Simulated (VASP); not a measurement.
Consider the following.

```
CsBr
1.0
    4.23478     0.00000     0.00000
    0.00000     4.23478     0.00000
    0.00000     0.00000     4.23478
Cs Br
1 1
Direct
  0.00000   0.00000   0.00000
  0.50000   0.50000   0.50000
```

All values below come from LDA (Ceperley-Alder, Perdew-Zunger), VASP's LDA PAW potentials (set 64) (plane waves; VASP 6.6.1). Settings: 420 eV cut-off, 11×11×11 Γ-centred mesh, Gaussian smearing of 0.010 eV, potentials Cs_sv Br.

Energy and stress use the plane-wave basis of the starting cell.

Question: The ions, cell shape and volume are relaxed. Give the cell that the relaxation ends in.

Answer: 
```
CsBr
1.0
    4.14545     0.00000     0.00000
    0.00000     4.14545     0.00000
    0.00000     0.00000     4.14545
Cs Br
1 1
Direct
  0.00000   0.00000   0.00000
  0.50000   0.50000   0.50000
```
Space group Pm-3m (221), at a tolerance of 0.03 Å.

Question: How do energy and volume change from the first to the last step?

Answer: The energy (σ→0) changes by -9.0 meV/atom and the volume by -6.2 %, in 4 ionic steps.

The structure comes from a computed database's CsBr entry; how it stands against other phases isn't given here. This run relaxes it. Symmetry was kept, so distortions that lower it aren't found. The run is one of a series of settings (EDIFF = 1E-09, EDIFFG = -0.005, ENCUT = 420, IBRION = 2, ISIF = 3, NSW = 50, KPOINTS 11×11×11 Γ-centred mesh against the base run), some of them coarse on purpose.
